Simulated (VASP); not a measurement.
# TiSi (relaxed from the zinc blende structure, space group F-43m): computed properties

The numbers are results of r2SCAN meta-GGA, VASP's PBE PAW potentials (set 64) (plane waves; VASP 6.6.1), not measurements.

* **space group**: F-43m (216)
* **cell**: a = b = c = 5.791 Å, α = β = γ = 90.00°
* **volume per atom**: 24.28 Å³/atom
* **band gap (over mesh and band path)**: 0.34 eV
* **smallest direct gap (over mesh and band path)**: 0.37 eV
* **band-edge character**: indirect, X to W
* **density**: 2.60 g/cm³

```
TiSi
1.0
    0.00000     2.89566     2.89566
    2.89566     0.00000     2.89566
    2.89566     2.89566     0.00000
Ti Si
1 1
Direct
  0.00000   0.00000   0.00000
  0.25000   0.25000   0.25000
```

The structure was generated: TiSi was put into the zinc blende type (F-43m), which need not be its known phase. It was relaxed first, which changed the volume by -21 %. Symmetry was kept, so distortions that lower it aren't found.
